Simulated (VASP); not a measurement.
An input for Quantum ESPRESSO's pw.x (written as the equivalent of a VASP run, and not itself run):

```
&CONTROL
  calculation = 'vc-relax'
  pseudo_dir = './pseudo'
  outdir = './out'
  tprnfor = .true.
  tstress = .true.
  nstep = 50
  forc_conv_thr = 0.00039
/
&SYSTEM
  ibrav = 0
  nat = 12
  ntyp = 2
  ecutwfc = 102
  occupations = 'smearing'
  smearing = 'gaussian'
  degauss = 0.00147
  input_dft = 'revpbe'
/
&ELECTRONS
  conv_thr = 7.3e-06
  electron_maxstep = 100
/
&IONS
/
&CELL
/
ATOMIC_SPECIES
  Cd 112.414 Cd.upf
  I 126.904 I.upf
CELL_PARAMETERS angstrom
     4.2219370    0.0000000    0.0000000
    -2.1109680    3.6563040    0.0000000
     0.0000000    0.0000000   28.6703850
ATOMIC_POSITIONS crystal
  Cd   0.0000000  0.0000000  0.0000000
  Cd   0.6666670  0.3333330  0.7499500
  Cd   0.3333330  0.6666670  0.2500500
  Cd   0.0000000  0.0000000  0.5000000
  I    0.0000000  0.0000000  0.3091700
  I    0.0000000  0.0000000  0.6908300
  I    0.6666670  0.3333330  0.4411000
  I    0.3333330  0.6666670  0.5589000
  I    0.3333330  0.6666670  0.8091300
  I    0.6666670  0.3333330  0.1908700
  I    0.6666670  0.3333330  0.9411000
  I    0.3333330  0.6666670  0.0589000
K_POINTS automatic
  4 4 4 0 0 0
```

Problem. Translate this input to VASP (INCAR, KPOINTS, POSCAR, choice of POTCAR).

Solution. One answer among several that fit: 
KPOINTS:
```
Automatic mesh
0
Gamma
4 4 4
0 0 0
```

**INCAR**
```
! general
SYSTEM =CdI2
PREC   =Accurate
ENCUT  =210   ! plane-wave cut-off (eV)
LREAL  =.False.   ! projection in real space or not
LASPH  =.True.

! electronic loop
EDIFF  =1E-04
NELM   =100   ! most electronic steps
ALGO   =Normal
LMAXMIX=4   ! l cut-off of mixed one-centre charges

! smearing
ISMEAR =0   ! Gaussian
SIGMA  =0.02

! functional
GGA    =RE   ! revPBE

! ions
IBRION =2
NSW    =50
ISIF   =3
EDIFFG =-0.01   ! ionic stop

! output
LWAVE  =.False.
LCHARG =.False.
```

### POSCAR
```
CdI2
1
    4.2219370000     0.0000000000     0.0000000000
   -2.1109680000     3.6563040000     0.0000000000
    0.0000000000     0.0000000000    28.6703850000
Cd I
4 8
Direct
  0.0000000000   0.0000000000   0.0000000000
  0.6666670000   0.3333330000   0.7499500000
  0.3333330000   0.6666670000   0.2500500000
  0.0000000000   0.0000000000   0.5000000000
  0.0000000000   0.0000000000   0.3091700000
  0.0000000000   0.0000000000   0.6908300000
  0.6666670000   0.3333330000   0.4411000000
  0.3333330000   0.6666670000   0.5589000000
  0.3333330000   0.6666670000   0.8091300000
  0.6666670000   0.3333330000   0.1908700000
  0.6666670000   0.3333330000   0.9411000000
  0.3333330000   0.6666670000   0.0589000000
```

POTCAR, in this order: Cd I (PBE.64 set). Program: vasp_std.

What does not carry over: the potentials are each code's own (VASP's PAW set, PseudoDojo norm-conserving files in pw.x), so ENCUT and ecutwfc are chosen apart and not converted; conv_thr bounds pw.x's estimated SCF error, while EDIFF bounds the energy change between steps; forc_conv_thr acts on force components and is met together with etot_conv_thr.

The structure comes from a computed database's CdI2 entry; how it stands against other phases isn't given here. This run relaxes it. Symmetry was kept, so distortions that lower it aren't found. The k-mesh is coarse (spacing up to 0.45 per Å, 2π included), so the numbers may not be converged in it. The run is one of a series of settings (EDIFF = 1E-04, EDIFFG = -0.01, ENCUT = 210, IBRION = 2, ISIF = 3, NSW = 50, KPOINTS 4×4×4 Γ-centred mesh against the base run), some of them coarse on purpose.
